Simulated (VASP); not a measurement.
Here is the system:

```
CELL_PARAMETERS angstrom
      0.00953     6.03491     5.96103
      6.03491     0.00953     5.96103
      3.02222     3.02222     0.00000
ATOMIC_POSITIONS crystal
  Li 0.00000 0.00000 0.00000
  Cl 0.22092 0.22092 0.55817
  Cl 0.23141 0.76859 0.50000
  Cl 0.76859 0.23141 0.50000
  Cl 0.77908 0.77908 0.44183
  K  0.00000 0.50000 0.00000
  K  0.50000 0.00000 0.00000
  K  0.50000 0.50000 0.00000
```

Computed with PBEsol GGA, VASP's PBE PAW potentials (set 64) (plane waves; VASP 6.6.1). Numerical set-up: 520 eV cut-off, 4×4×7 Γ-centred mesh, tetrahedra with Blöchl corrections, potentials Li_sv Cl K_sv.

Task: Estimate the energy per atom (σ→0), band gap (on the k-mesh) with the smallest direct gap where there is one.

Result: 
```json
{
  "band gap (on the k-mesh)": "4.96 eV",
  "smallest direct gap (on the k-mesh)": "4.96 eV",
  "energy per atom (σ→0)": "-3.525 eV/atom"
}
```

Total energies compare only between runs with the same potentials, cut-off and functional.

The structure was generated: K3LiCl4 was put into an ordered model structure (Cmmm), which need not be its known phase. It was relaxed first.
